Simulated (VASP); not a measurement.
```
BaF2
1.0
    0.00000     3.11366     3.11366
    3.11366     0.00000     3.11366
    3.11366     3.11366     0.00000
Ba F
1 2
Cartesian
  0.00000   0.00000   0.00000
  1.55683   1.55683   1.55683
  4.67048   4.67048   4.67048
```

Method: r2SCAN meta-GGA, VASP's PBE PAW potentials (set 64) (plane waves; VASP). Run with PREC = Normal, EDIFF = 1E-5, 450 eV cut-off, 8×8×8 Γ-centred mesh, Gaussian smearing of 0.050 eV, potentials Ba_sv F.

At this cut-off the stress carries a Pulay error, which pulls relaxed volumes low.

Problem. What does the run give for the energy per atom (σ→0), pressure?

Solution. 
```
Item                             Value
---------------------  ---------------
energy per atom (σ→0)  -15.025 eV/atom
pressure                     -1.30 GPa
```

Only differences to runs with the same potentials and settings are physical.

The compound is BaF2 in the fluorite structure. It was relaxed first.
